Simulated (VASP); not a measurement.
Input for VASP

POSCAR:
```
PdIn
1
    3.3150000000     0.0000000000     0.0000000000
    0.0000000000     3.3150000000     0.0000000000
    0.0000000000     0.0000000000     3.3150000000
In Pd
1 1
Direct
  0.5000000000   0.5000000000   0.5000000000
  0.0000000000   0.0000000000   0.0000000000
```

File KPOINTS:
```
Automatic mesh
0
Gamma
 10 10 10
```

### INCAR
```
SYSTEM = PdIn
PREC = Accurate; ENCUT = 400; LREAL = .False.
LASPH = .True.
EDIFF = 1E-6; NELM = 100; ALGO = Normal
LMAXMIX = 4; LMIXTAU = .True.
ISMEAR = 1; SIGMA = 0.1
METAGGA = R2SCAN
ISIF = 2
LWAVE = .False.; LCHARG = .False.
```

POTCAR, in this order: In_d Pd (PBE.64 set). Program: vasp_std.

### Question
Write an equivalent input for Ansatz.

### Answer
One equivalent input (not run):
Ansatz 0.2 input:
```yaml
crystal:
  lattice:
    - [3.3150000, 0.0000000, 0.0000000]
    - [0.0000000, 3.3150000, 0.0000000]
    - [0.0000000, 0.0000000, 3.3150000]
  atoms:
    - { symbol: In, position: [0.5000000, 0.5000000, 0.5000000] }
    - { symbol: Pd, position: [0.0000000, 0.0000000, 0.0000000] }
kpoints:
  mp_grid: { grid: [10, 10, 10] }
hamiltonian:
  xc: r2scan
  pseudopotentials: { kind: paw }
scf:
  occupations: { method: methfessel_paxton, width: 0.1 }
  max_iter: 100
output: { forces: true, stress: true, eigenvalues: true }
```
What does not carry over: each code has its own PAW files, so the cut-off isn't converted (ENCUT is set for VASP's; basis.ecutwfc is left out, and Ansatz then takes the one that its files recommend); Ansatz stops its SCF on the density residual and VASP on the energy change (EDIFF).

The compound is PdIn in the CsCl type structure. The cell was not relaxed at this level. The run is one of a series of settings (GGA removed, LMIXTAU = .TRUE., METAGGA = R2SCAN against the base run), some of them coarse on purpose.
